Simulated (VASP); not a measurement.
Output of a VASP run:

OUTCAR:
```
 ion  position               nearest neighbor table
   1  0.250  0.250  0.250-   3 2.57   3 2.57   3 2.57   3 2.57   2 2.96   2 2.96   2 2.96   2 2.96
                             2 2.96   2 2.96
   2  0.750  0.750  0.750-   3 2.57   3 2.57   3 2.57   3 2.57   1 2.96   1 2.96   1 2.96   1 2.96
                             1 2.96   1 2.96
   3  0.000  0.000  0.000-   2 2.57   2 2.57   2 2.57   1 2.57   1 2.57   1 2.57   2 2.57   1 2.57
  LATTYP: Found a face centered cubic cell.
 ALAT       =     5.9269894916
 Subroutine PRICEL returns:
 Original cell was already a primitive cell.
 Subroutine GETGRP returns: Found 48 space group operations
The static configuration has the point symmetry O_h .
The dynamic configuration has the point symmetry O_h .
 Subroutine INISYM returns: Found 48 space group operations
 Subroutine IBZKPT returns following result:
 Found     35 irreducible k-points:

 Following reciprocal coordinates:
            Coordinates               Weight
  0.000000  0.000000  0.000000      1.000000
  0.111111  0.000000  0.000000      8.000000
  0.222222  0.000000  0.000000      8.000000
  0.333333  0.000000  0.000000      8.000000
  0.444444  0.000000  0.000000      8.000000
  0.111111  0.111111  0.000000      6.000000
  0.222222  0.111111  0.000000     24.000000
  0.333333  0.111111  0.000000     24.000000
  0.444444  0.111111  0.000000     24.000000
 -0.444444  0.111111  0.000000     24.000000
 -0.333333  0.111111  0.000000     24.000000
 -0.222222  0.111111  0.000000     24.000000
 -0.111111  0.111111  0.000000     12.000000
  0.222222  0.222222  0.000000      6.000000
  0.333333  0.222222  0.000000     24.000000
  0.444444  0.222222  0.000000     24.000000
 -0.444444  0.222222  0.000000     24.000000
 -0.333333  0.222222  0.000000     24.000000
 -0.222222  0.222222  0.000000     12.000000
  0.333333  0.333333  0.000000      6.000000
  0.444444  0.333333  0.000000     24.000000
 -0.444444  0.333333  0.000000     24.000000
 -0.333333  0.333333  0.000000     12.000000
  0.444444  0.444444  0.000000      6.000000
 -0.444444  0.444444  0.000000     12.000000
  0.333333  0.222222  0.111111     24.000000
  0.444444  0.222222  0.111111     48.000000
 -0.444444  0.222222  0.111111     48.000000
  0.444444  0.333333  0.111111     24.000000
 -0.444444  0.333333  0.111111     48.000000
 -0.333333  0.333333  0.111111     48.000000
 -0.222222  0.333333  0.111111     24.000000
 -0.444444  0.444444  0.111111     24.000000
 -0.333333  0.444444  0.111111     24.000000
 -0.333333  0.444444  0.222222     24.000000
   k-points           NKPTS =     35   k-points in BZ     NKDIM =     35   number of bands    NBANDS=     12
   number of dos      NEDOS =    301   number of ions     NIONS =      3
   total plane-waves  NPLWV =  32768
   dimension x,y,z NGX =    32 NGY =   32 NGZ =   32
   dimension x,y,z NGXF=    64 NGYF=   64 NGZF=   64
   ions per type =               2   1
   PREC   = accura    normal or accurate (medium, high low for compatibility)
   ISTART =      0    job   : 0-new  1-cont  2-samecut
   ICHARG =      2    charge: 1-file 2-atom 10-const
   ISPIN  =      1    spin polarized calculation?
   LNONCOLLINEAR =      F non collinear calculations
   LSORBIT =      F    spin-orbit coupling
   INIWAV =      1    electr: 0-lowe 1-rand  2-diag
   ENCUT  =  520.0 eV  38.22 Ry    6.18 a.u.   7.79  7.79  7.79*2*pi/ulx,y,z
   NELM   =    100;   NELMIN=  2; NELMDL= -5     # of ELM steps
   EDIFF  = 0.1E-06   stopping-criterion for ELM
   LREAL  =      F    real-space projection
   NLSPLINE    = F    spline interpolate recip. space projectors
   LMAXMIX     =    6 max onsite mixed and CHGCAR
   VOSKOWN=      0    Vosko Wilk Nusair interpolation
   EDIFFG = 0.1E-05   stopping-criterion for IOM
   NSW    =      0    number of steps for IOM
   NBLOCK =      1;   KBLOCK =      1    inner block; outer block
   IBRION =     -1    ionic relax: 0-MD 1-quasi-New 2-CG
   NFREE  =      0    steps in history (QN), initial steepest desc. (CG)
   ISIF   =      2    stress and relaxation
...
```

File OSZICAR:
```
       N       E                     dE             d eps       ncg     rms          rms(c)
DAV:   1     0.606959001838E+02    0.60696E+02   -0.72183E+03   864   0.118E+03
DAV:   2    -0.114294300943E+02   -0.72125E+02   -0.67133E+02   936   0.208E+02
DAV:   3    -0.132538698783E+02   -0.18244E+01   -0.17975E+01  1076   0.321E+01
DAV:   4    -0.132682416158E+02   -0.14372E-01   -0.14372E-01   980   0.335E+00
DAV:   5    -0.132684673222E+02   -0.22571E-03   -0.22569E-03  1048   0.443E-01    0.954E+00
DAV:   6    -0.120359728370E+02    0.12325E+01   -0.65299E+00   972   0.289E+01    0.405E+00
DAV:   7    -0.119653711537E+02    0.70602E-01   -0.28404E-01   904   0.628E+00    0.191E+00
DAV:   8    -0.119357375968E+02    0.29634E-01   -0.23690E-02   984   0.123E+00    0.406E-01
DAV:   9    -0.119346533867E+02    0.10842E-02   -0.35122E-03   952   0.715E-01    0.186E-01
DAV:  10    -0.119347928153E+02   -0.13943E-03   -0.24337E-04   920   0.132E-01    0.357E-02
DAV:  11    -0.119347860367E+02    0.67786E-05   -0.72248E-06  1040   0.246E-02    0.129E-02
DAV:  12    -0.119347874583E+02   -0.14216E-05   -0.36008E-06   912   0.135E-02    0.337E-03
DAV:  13    -0.119347875708E+02   -0.11245E-06   -0.23825E-07   868   0.561E-03    0.710E-04
DAV:  14    -0.119347876065E+02   -0.35676E-07   -0.18763E-08   540   0.123E-03
   1 F= -.13189700E+02 E0= -.13189604E+02  d E =-.287345E-03
```

OUTCAR:
```
------------------------ aborting loop because EDIFF is reached ----------------------------------------
 Edisp (eV)   -1.25491
  FORCE on cell =-STRESS in cart. coord.  units (eV):
  Direction    XX          YY          ZZ          XY          YZ          ZX
  --------------------------------------------------------------------------------------
  Total       1.25085     1.25085     1.25085    -0.00000    -0.00000     0.00000
  in kB      38.50123    38.50123    38.50123    -0.00000    -0.00000     0.00000
  external pressure =       38.50 kB  Pullay stress =        0.00 kB
  volume of cell :       52.05
      direct lattice vectors                 reciprocal lattice vectors
     0.000000000  2.963494746  2.963494746    -0.168719719  0.168719719  0.168719719
     2.963494746  0.000000000  2.963494746     0.168719719 -0.168719719  0.168719719
     2.963494746  2.963494746  0.000000000     0.168719719  0.168719719 -0.168719719
 POSITION                                       TOTAL-FORCE (eV/Angst)
 -----------------------------------------------------------------------------------
      1.48175      1.48175      1.48175         0.000000      0.000000      0.000000
      4.44524      4.44524      4.44524        -0.000000     -0.000000     -0.000000
      0.00000      0.00000      0.00000        -0.000000      0.000000     -0.000000
 -----------------------------------------------------------------------------------
    total drift:                                0.000000     -0.000000      0.000000
  FREE ENERGIE OF THE ION-ELECTRON SYSTEM (eV)
  ---------------------------------------------------
  free  energy   TOTEN  =       -13.1896995941 eV

  energy  without entropy=      -13.1894122495  energy(sigma->0) =      -13.18960381
```
(Selected blocks of OUTCAR.)

POSCAR:
```
AuAl2
1
    0.0000000000     2.9634947458     2.9634947458
    2.9634947458     0.0000000000     2.9634947458
    2.9634947458     2.9634947458     0.0000000000
Al Au
2 1
Direct
  0.2500000000   0.2500000000   0.2500000000
  0.7500000000   0.7500000000   0.7500000000
  0.0000000000   0.0000000000   0.0000000000
```

Q: Write an INCAR and KPOINTS that could have produced this output.

A: Several could match; the one computed here: the input of the run itself, PBE GGA with D3 dispersion (Becke-Johnson damping), plane waves, VASP's PBE PAW potentials (set 64).

KPOINTS:
```
Automatic mesh
0
Gamma
9 9 9
0 0 0
```

### INCAR
```
SYSTEM = AuAl2
PREC = Accurate
ENCUT = 520
EDIFF = 1E-7
NELM = 100
ALGO = Normal
LREAL = .FALSE.
LASPH = .TRUE.
ISMEAR = 1
SIGMA = 0.1
GGA = PE
IVDW = 12
LMAXMIX = 6
LWAVE = .FALSE.
LCHARG = .FALSE.
ISIF = 2
```

POTCAR, in this order: Al Au (PBE.64 set). Program: vasp_std.

The compound is AuAl2 in the fluorite structure. This cell is one point of a volume scan, at 0.97 of the reference volume. The electron count is odd and the run is not spin-polarised, which forces a metal.
